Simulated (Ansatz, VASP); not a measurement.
# Si9Ge55 (Si0.14Ge0.86, diamond-type random alloy): VASP beside Ansatz

Wanted: the spread between two codes on one cell, functional and k mesh. The cell is invented: As first built, before any earlier steps moved the atoms (in the runner's words): 2x2x2 conventional cells of the Ge type (64 atoms: 9 Si, 55 Ge); Ge/Si share their sites, one random draw; start lattice by linear mixing of the end members' cells; atoms moved at random by 0.02 A. It may not be a known or stable phase. The structure shown is the end of the Ansatz relaxation below.

Main program and level: Ansatz 0.2.0; plane waves, with VASP 6.6.1 beside it; single point at PBE.

**1. The structure**

The cell holds 64 atoms: 9 Si and 55 Ge. Its edges and angles: a = 11.423 Å, b = 11.423 Å, c = 11.423 Å, α = 90.0°, β = 90.0°, γ = 90.0°. It derives from Ge (Ge type, space group 227), repeated 2×2×2. As first built, before any earlier steps moved the atoms (in the runner's words): 2x2x2 conventional cells of the Ge type (64 atoms: 9 Si, 55 Ge); Ge/Si share their sites, one random draw; start lattice by linear mixing of the end members' cells; atoms moved at random by 0.02 A.

**2. Ansatz: relaxation, PBE**

Ansatz runs on its default PAW (the set named soft_2) files.

This run makes the geometry at which the two programs are then compared.

Input file input.yaml:

```yaml
crystal:
  lattice:
    - [11.25104, 0.0, 0.0]
    - [0.0, 11.25104, 0.0]
    - [0.0, 0.0, 11.25104]
  atoms:
    - { symbol: Si, position: [0.12511, 0.37282, 0.62514] }
    - { symbol: Si, position: [0.37742, 0.37225, 0.87653] }
    - { symbol: Si, position: [0.12521, 0.87386, 0.62856] }
    - { symbol: Si, position: [0.25136, 0.49787, 0.50013] }
    - { symbol: Si, position: [0.87603, 0.37466, 0.37621] }
    - { symbol: Si, position: [0.62488, 0.37619, 0.62756] }
    - { symbol: Si, position: [0.4988, 0.25036, 0.49918] }
    - { symbol: Si, position: [0.62523, 0.12289, 0.87397] }
    - { symbol: Si, position: [0.74965, 0.5016, 0.50204] }
    - { symbol: Ge, position: [0.99765, 0.99859, 0.25115] }
    - { symbol: Ge, position: [0.12146, 0.37418, 0.12483] }
    - { symbol: Ge, position: [0.00223, 0.25123, 0.99942] }
    - { symbol: Ge, position: [0.12434, 0.12456, 0.37771] }
    - { symbol: Ge, position: [0.24924, 0.99946, 0.00063] }
    - { symbol: Ge, position: [0.37479, 0.37465, 0.37302] }
    - { symbol: Ge, position: [0.24998, 0.24921, 0.25207] }
    - { symbol: Ge, position: [0.37616, 0.12496, 0.12619] }
    - { symbol: Ge, position: [0.9994, 0.00187, 0.74999] }
    - { symbol: Ge, position: [0.00104, 0.24771, 0.50062] }
    - { symbol: Ge, position: [0.122, 0.12138, 0.87446] }
    - { symbol: Ge, position: [0.2484, 0.00029, 0.50399] }
    - { symbol: Ge, position: [0.24852, 0.24889, 0.75037] }
    - { symbol: Ge, position: [0.37588, 0.12469, 0.62463] }
    - { symbol: Ge, position: [0.00125, 0.50092, 0.24816] }
    - { symbol: Ge, position: [0.12486, 0.87506, 0.12313] }
    - { symbol: Ge, position: [0.00046, 0.74847, 0.00173] }
    - { symbol: Ge, position: [0.12534, 0.62516, 0.37395] }
    - { symbol: Ge, position: [0.24979, 0.49645, 0.99799] }
    - { symbol: Ge, position: [0.37564, 0.87122, 0.3765] }
    - { symbol: Ge, position: [0.2469, 0.75135, 0.2485] }
    - { symbol: Ge, position: [0.37638, 0.62523, 0.12227] }
    - { symbol: Ge, position: [0.00222, 0.50256, 0.74988] }
    - { symbol: Ge, position: [0.99951, 0.74972, 0.49827] }
    - { symbol: Ge, position: [0.12695, 0.62403, 0.87491] }
    - { symbol: Ge, position: [0.37359, 0.87389, 0.87273] }
    - { symbol: Ge, position: [0.25223, 0.74973, 0.75172] }
    - { symbol: Ge, position: [0.37502, 0.62377, 0.62442] }
    - { symbol: Ge, position: [0.499, 1.0e-05, 0.24933] }
    - { symbol: Ge, position: [0.62447, 0.37255, 0.12357] }
    - { symbol: Ge, position: [0.50294, 0.24881, 0.99813] }
    - { symbol: Ge, position: [0.6256, 0.1275, 0.37242] }
    - { symbol: Ge, position: [0.74963, 0.99888, 0.99687] }
    - { symbol: Ge, position: [0.75131, 0.24996, 0.25013] }
    - { symbol: Ge, position: [0.87366, 0.12581, 0.12404] }
    - { symbol: Ge, position: [0.49975, 0.99803, 0.74784] }
    - { symbol: Ge, position: [0.75237, 0.9991, 0.50052] }
    - { symbol: Ge, position: [0.87494, 0.37422, 0.8741] }
    - { symbol: Ge, position: [0.75112, 0.24946, 0.74973] }
    - { symbol: Ge, position: [0.87504, 0.12709, 0.62621] }
    - { symbol: Ge, position: [0.50068, 0.499, 0.24754] }
    - { symbol: Ge, position: [0.62669, 0.87672, 0.12475] }
    - { symbol: Ge, position: [0.50096, 0.75139, 0.00148] }
    - { symbol: Ge, position: [0.62664, 0.62419, 0.37769] }
    - { symbol: Ge, position: [0.74778, 0.50153, 0.00088] }
    - { symbol: Ge, position: [0.87655, 0.87834, 0.37764] }
    - { symbol: Ge, position: [0.74796, 0.747, 0.25145] }
    - { symbol: Ge, position: [0.8732, 0.62498, 0.12649] }
    - { symbol: Ge, position: [0.49708, 0.49625, 0.75046] }
    - { symbol: Ge, position: [0.62508, 0.87456, 0.62507] }
    - { symbol: Ge, position: [0.49847, 0.74731, 0.4997] }
    - { symbol: Ge, position: [0.62327, 0.62208, 0.8759] }
    - { symbol: Ge, position: [0.87489, 0.87572, 0.87324] }
    - { symbol: Ge, position: [0.74883, 0.74822, 0.74842] }
    - { symbol: Ge, position: [0.87535, 0.62361, 0.62563] }
kpoints:
  mp_grid: { grid: [2, 2, 2], shift: [0.5, 0.5, 0.5] }
hamiltonian:
  xc: pbe
scf:
  occupations: { method: fermi_dirac, width: 0.01 }
output:
  forces: true
  stress: true
relax:
  f_tol: 0.02
  max_steps: 45
  cell: { stress_tol: 0.1 }
```

Run with:

```console
$ ansatz run input.yaml --threads 32 --pin off --max-ram 143360MiB --backend cuda --events-out ev --progress --plain --runs-dir out
```

Numbers of over 12 decimals in the logs are rounded to 6 here.

What it wrote:

```text
Engine: ansatz 0.2.0, aarch64-unknown-linux-gnu
Pseudopotentials: kind: paw
Pseudopotential: Si, paw, valence charge 4, recommended cutoff 420 eV (normal), Si.paw.azcp
Pseudopotential: Ge, paw, valence charge 14, recommended cutoff 420 eV (normal), Ge.paw.azcp
device memory: the entry about to start is reckoned to put 19.2 GiB on a device that reports 182.5 GiB free
GPU FFT provider: cuFFT
GPU libraries: cuBLAS 13.8.1, cuFFT 12.4.0, cuSOLVER 12.3.2
GPU matrix products: emulated (plane waves: as basis.precision tells), large ones in fixed point in workspaces of 1.00 GiB
Crystal: 64 atoms, lattice volume = 1424.223 Å³
Basis set: ecut = 420 eV, 27825 PW (Γ), exchange–correlation on 160×160×160 points (8 copies of the dense FFT grid, shifted against one another)
Bands: 484, of which v1, the nominal top of the filled ones, is band 403 counted from 1 (402 counted from 0)
k-points: 4 of 8 (time reversal used)
GPU buffer pool allocated for 512000 grid points (all kernels)
GPU transforms: local potential and band sums: pruned to the plane-wave sphere, on 75×75×75
relax step   1: F+E_penalty+E_count = -241944.24831424 eV  Δ(F+E_penalty+E_count) = +0.000e0 eV  max|allowed force component| = 8.674e-1 eV/Å  Δτ_max = 0.0000 Å  P = +3.342 GPa  Ω = 1424.223 Å³  (9 SCF iters, dr2 threshold 1.00e-7 eV, accepted)
[...]
relax step   2: F+E_penalty+E_count = -241945.55391789 eV  Δ(F+E_penalty+E_count) = -1.306e0 eV  max|allowed force component| = 1.474e-1 eV/Å  Δτ_max = 0.0957 Å  P = +0.348 GPa  Ω = 1482.617 Å³  energy of the carried Pulay correction = -9.260e-3 eV  (7 SCF iters, dr2 threshold 6.40e-6 eV, accepted)
[...]
relax step   3: F+E_penalty+E_count = -241945.58774699 eV  Δ(F+E_penalty+E_count) = -3.383e-2 eV  max|allowed force component| = 2.479e-2 eV/Å  Δτ_max = 0.0239 Å  P = -0.060 GPa  Ω = 1491.947 Å³  energy of the carried Pulay correction = -1.070e-2 eV  (6 SCF iters, dr2 threshold 1.36e-6 eV, accepted)
[...]
relax step   4: F+E_penalty+E_count = -241945.58968026 eV  Δ(F+E_penalty+E_count) = -1.933e-3 eV  max|allowed force component| = 2.117e-3 eV/Å  Δτ_max = 0.0044 Å  P = -0.001 GPa  Ω = 1490.566 Å³  energy of the carried Pulay correction = -1.049e-2 eV  (6 SCF iters, dr2 threshold 4.28e-8 eV, accepted)
[...]
relax step   5: F+E_penalty+E_count = -241945.60043380 eV  Δ(F+E_penalty+E_count) = -1.075e-2 eV  max|allowed force component| = 2.166e-3 eV/Å  Δτ_max = 0.0000 Å  P = +0.004 GPa  Ω = 1490.566 Å³  stress off target by 5.56e-3 GPa  SCF on the basis re-selected at this cell (its energy is not comparable with the rows above)  (9 SCF iters)
basis re-selected at this cell: Δ(F+E_penalty+E_count) = -1.075e-2 eV, ΔP = +0.005 GPa vs the last step (what re-selecting the basis moved, of the pressure what is left beyond the Pulay correction that the steps carried, after the strain that the cell walked since its last selection, with what the two solves' SCF thresholds leave and, on support functions, any second-order correction that the steps lacked; it is no m [...]
SCF converged after 9 iterations
Free energy (F): -241945.600434 eV
Internal energy: -241945.600434 eV  (E = F + TS)
E sigma→0 (E₀):  -241945.600434 eV
Fermi energy:    7.732874 eV
--- Forces (eV/Å), atoms counted from 1 ---
  max |Σ_I F_I| component: 8.06e-6 eV/Å
--- Stress (GPa, compression-positive) ---
        0.002462      -0.000123      -0.000695
       -0.000123       0.005366      -0.000391
       -0.000695      -0.000391       0.004703
  P = ⅓ Tr σ = 0.0042 GPa (0.042 kbar)
--- Band table (eV) ---
--- Relaxed structure (4 steps of the walk, 4 accepted, 1 SCFs on fresh bases) ---
  F+E_penalty+E_count = -241945.60043380 eV   max|allowed force component| = 2.166e-3 eV/Å   (the final SCF, on the basis selected at the relaxed cell)
  cell:  # Å, volume = 1490.5662 Å³
    - [11.422535, -0.000497602, 0.000761282]
    - [-0.000497602, 11.423414, 7.31267245918871e-5]
    - [0.000761282, 7.31267245918871e-5, 11.423333]
  atoms:
    [... one line an atom ...]
```

**3. VASP: single point, PBE**

The same cell, functional, mesh and smearing now go to VASP, with its own data sets.

Lines of VASP's logs that name or quote its potential files are left out, and so is its time.

Input file INCAR:

```
SYSTEM = Si9Ge55
PREC = Accurate
ENCUT = 410
EDIFF = 1E-06
NELM = 120
ISMEAR = -1
SIGMA = 0.01
LREAL = Auto
ALGO = Normal
GGA = PE
NBANDS = 472
LORBIT = 11
LWAVE = .FALSE.
LCHARG = .FALSE.
ISIF = 2
ISYM = 0
LASPH = .TRUE.
GGA_COMPAT = .FALSE.
EFERMI = MIDGAP
KPAR = 4
```

Input file POSCAR:

```
Si9Ge55
1.0
   11.4225350000     -0.0004980000      0.0007610000
   -0.0004980000     11.4234140000      0.0000730000
    0.0007610000      0.0000730000     11.4233330000
Si Ge
9 55
Direct
    0.1272100000      0.3767600000      0.6228600000
    0.3759700000      0.3738500000      0.8730400000
    0.1250400000      0.8744700000      0.6249900000
    0.2483600000      0.4965900000      0.5024600000
    0.8726800000      0.3766100000      0.3787600000
    0.6248900000      0.3735500000      0.6212000000
    0.5018800000      0.2526500000      0.5023900000
    0.6243400000      0.1261900000      0.8738300000
    0.7493000000      0.4941800000      0.5006700000
    0.9995500000      0.9998800000      0.2500300000
    0.1249900000      0.3743700000      0.1257600000
    0.9997000000      0.2491600000      0.9993400000
    0.1240000000      0.1254700000      0.3763700000
    0.2500100000      0.9998400000      0.9997000000
    0.3749800000      0.3743800000      0.3810800000
    0.2512400000      0.2497600000      0.2517800000
    0.3756000000      0.1255600000      0.1240600000
    0.0022800000      0.9981700000      0.7472700000
    0.0000100000      0.2553400000      0.5007100000
    0.1260200000      0.1255100000      0.8729600000
    0.2487500000      0.9989100000      0.5029700000
    0.2504600000      0.2548000000      0.7483300000
    0.3776500000      0.1284800000      0.6240800000
    0.9976100000      0.4974300000      0.2541700000
    0.1249800000      0.8740300000      0.1253700000
    0.9999700000      0.7487000000      0.9999300000
    0.1268600000      0.6209800000      0.3788100000
    0.2527300000      0.4970200000      0.9972900000
    0.3746900000      0.8740800000      0.3757500000
    0.2496100000      0.7475900000      0.2509000000
    0.3753300000      0.6233400000      0.1250600000
    0.0019700000      0.4969300000      0.7463400000
    0.0019500000      0.7499900000      0.5024000000
    0.1253200000      0.6236900000      0.8733400000
    0.3750000000      0.8751800000      0.8736600000
    0.2483000000      0.7511100000      0.7470700000
    0.3719700000      0.6208400000      0.6234900000
    0.4999600000      0.0011700000      0.2510800000
    0.6246300000      0.3738600000      0.1247600000
    0.4999500000      0.2496300000      0.9952100000
    0.6229900000      0.1285000000      0.3781300000
    0.7476000000      0.0028800000      0.9973000000
    0.7515000000      0.2525700000      0.2537500000
    0.8738300000      0.1256500000      0.1256600000
    0.5019400000      0.0028300000      0.7515900000
    0.7496900000      0.0004800000      0.5001000000
    0.8743900000      0.3737200000      0.8728900000
    0.7451800000      0.2496300000      0.7485100000
    0.8754000000      0.1260800000      0.6249600000
    0.4996300000      0.4983700000      0.2520100000
    0.6249600000      0.8752600000      0.1250100000
    0.4996700000      0.7491400000      0.9993700000
    0.6278200000      0.6206400000      0.3779600000
    0.7503200000      0.4993500000      0.9996700000
    0.8756400000      0.8744100000      0.3758000000
    0.7502000000      0.7488000000      0.2510900000
    0.8753300000      0.6237300000      0.1260900000
    0.4999100000      0.4944900000      0.7476100000
    0.6246200000      0.8746600000      0.6256800000
    0.4998900000      0.7472800000      0.5006700000
    0.6239500000      0.6226900000      0.8736200000
    0.8749400000      0.8747700000      0.8739600000
    0.7500000000      0.7476600000      0.7489900000
    0.8730200000      0.6204200000      0.6221400000
```

Input file KPOINTS:

```
Points of the shifted mesh
8
Reciprocal
 0.2500000000  0.2500000000  0.2500000000 1
 0.2500000000  0.2500000000  0.7500000000 1
 0.2500000000  0.7500000000  0.2500000000 1
 0.2500000000  0.7500000000  0.7500000000 1
 0.7500000000  0.2500000000  0.2500000000 1
 0.7500000000  0.2500000000  0.7500000000 1
 0.7500000000  0.7500000000  0.2500000000 1
 0.7500000000  0.7500000000  0.7500000000 1
```

The projector-augmented-wave data sets are Si and Ge_d (PBE family, release 64).

Run with:

```console
$ mpirun -np 8 vasp_std
```

What it wrote:

```text
[banner, memory and clock lines left out]
running    8 mpi-ranks, on    1 nodes
[...]
|                                                                             |
|           W    W    AA    RRRRR   N    N  II  N    N   GGGG   !!!           |
|           W    W   A  A   R    R  NN   N  II  NN   N  G    G  !!!           |
|           W    W  A    A  R    R  N N  N  II  N N  N  G       !!!           |
|           W WW W  AAAAAA  RRRRR   N  N N  II  N  N N  G  GGG   !            |
|           WW  WW  A    A  R   R   N   NN  II  N   NN  G    G                |
|           W    W  A    A  R    R  N    N  II  N    N   GGGG   !!!           |
|                                                                             |
|     For optimal performance we recommend to set                             |
|       NCORE = 2 up to number-of-cores-per-socket                            |
|     NCORE specifies how many cores store one orbital (NPAR=cpu/NCORE).      |
|     This setting can greatly improve the performance of VASP for DFT.       |
|     The default, NCORE=1 might be grossly inefficient on modern             |
|     multi-core architectures or massively parallel machines. Do your        |
|     Unfortunately you need to use the default for GW and RPA                |
|     calculations (for HF NCORE is supported but not extensively tested      |
|     yet).                                                                   |
|                                                                             |

 LDA part: xc-table for (Slater+PW92), standard interpolation
 POSCAR, INCAR and KPOINTS ok, starting setup
[...]
entering main loop
       N       E                     dE             d eps       ncg     rms          rms(c)
DAV:   1     0.134288068524E+05    0.13429E+05   -0.26784E+05  7864   0.396E+03
DAV:   2     0.274210826293E+04   -0.10687E+05   -0.10408E+05  7552   0.945E+02
DAV:   3     0.128555102204E+03   -0.26136E+04   -0.24646E+04  7904   0.273E+02
DAV:   4    -0.272124811103E+03   -0.40068E+03   -0.38164E+03  8632   0.108E+02
[...]
DAV:  15    -0.296559548114E+03   -0.12465E-04   -0.10194E-04  8184   0.431E-02    0.532E-03
DAV:  16    -0.296559550744E+03   -0.26305E-05   -0.32412E-05  6944   0.415E-02    0.373E-03
DAV:  17    -0.296559551042E+03   -0.29829E-06   -0.17502E-06  4704   0.483E-02
   1 F= -.29655955E+03 E0= -.29655955E+03  d E =-.167965E-13
```

From OUTCAR (step 3):

```text
  Total       -3.0540629     -3.0120361     -3.0138774      0.0067389     -0.0047961     -0.0132326
  in kB       -3.2827463     -3.2375725     -3.2395517      0.0072435     -0.0051552     -0.0142234
  external PRESSURE =      -3.2532901 kB  Pullay stress =       0.0000000 kB

 POSITION                                       TOTAL-FORCE (eV/Angst)
 -----------------------------------------------------------------------------------
      1.45335      4.30387      7.11526        -0.002362      0.000591     -0.000077
      4.29501      4.27052      9.97334         0.000896      0.001253      0.002899
      1.42831      9.98942      7.13963        -0.001399      0.003705      0.001266
      2.83704      5.67267      5.73999        -0.000148      0.001620     -0.000799
      9.96832      4.30177      4.32739        -0.000137     -0.000044     -0.001885
      7.13811      4.26695      7.09668         0.000195     -0.000393      0.002175
      5.73300      2.88591      5.73937         0.000970      0.000392     -0.001245
      7.13215      1.44127      9.98254         0.000862     -0.001795      0.001513
      8.55904      5.64489      5.71993        -0.001936     -0.000023      0.000540
     11.41709     11.42156      2.85701        -0.000525     -0.000011      0.002447
      1.42761      4.27653      1.43672         0.000037     -0.001375      0.002811
     11.41974      2.84583     11.41657        -0.002482     -0.000551     -0.001926
      1.41662      1.43326      4.29950        -0.001178      0.002429      0.001022
      2.85601     11.42153     11.42017         0.000562     -0.000284     -0.001787
[...]
-----------------------------------------------------------------------------------
    total drift:                               -0.004258     -0.022965      0.005460

  FREE ENERGIE OF THE ION-ELECTRON SYSTEM (eV)
  ---------------------------------------------------
  free  energy   TOTEN  =      -296.5595510424 eV

  energy  without entropy=     -296.5595510424  energy(sigma->0) =     -296.55955104

[... 2 further parts left out ...]
```

The run ends at a pressure of -0.33 GPa, with forces up to 0.0059 eV/Å.

**4. Comparison**

Known differences besides the potentials themselves: the cutoff is 420 eV in Ansatz and 410 eV in VASP (PREC = Accurate, projectors in real space). Total energies have different zeros and are not compared.

Compared:

```tsv
quantity	Ansatz	VASP	difference
gap on the k mesh (eV)	0.641	0.645	-0.003
```

A gap on the mesh is an upper bound, since the band edges may lie between its points.

**5. Outcome**

```
difference in gap on the k mesh (single point, PBE) : -0.0033 eV
```

The difference in gap on the k mesh is -0.0033 eV (single point, PBE), within the 0.08 eV picked in this series as the mark of a large difference. How closely two codes agree says nothing of how well the functional describes the real material.

[Lines on the potential files, build, host, timing and source positions are cut from VASP's logs without a mark.]

[Logs are printed without paths, hosts, clocks, repeated set-up lines and the standing remarks that a program may print on its own settings, such as how far it seeks lower states.]

[Hosts, paths, dates, database ids (printed as entryN), source tags and the programs' standing remarks are cut or masked in the printed files.]
